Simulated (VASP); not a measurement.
```
CELL_PARAMETERS angstrom
      4.02863     0.00000     0.00000
      0.00000     4.42160     0.00000
      0.00000     0.00000    11.47470
ATOMIC_POSITIONS crystal
  Sn 0.25000 0.37782 0.62213
  Sn 0.25000 0.12218 0.12213
  Sn 0.75000 0.62218 0.37787
  Sn 0.75000 0.87782 0.87787
  S  0.25000 0.01844 0.34960
  S  0.25000 0.48156 0.84960
  S  0.75000 0.98156 0.65040
  S  0.75000 0.51844 0.15040
```

Computed with PBE GGA, VASP's PBE PAW potentials (set 64) (plane waves; VASP). Run with 400 eV cut-off, 6×6×3 Γ-centred mesh, tetrahedra with Blöchl corrections, potentials Sn_d S.

Task: Predict the energy per atom (σ→0).

Result: 
The energy per atom (σ→0) is -4.433 eV/atom.

Total energies compare only between runs with the same potentials, cut-off and functional.

The compound is SnS in the sg62 structure. It was relaxed first, which changed the volume by +6 %.
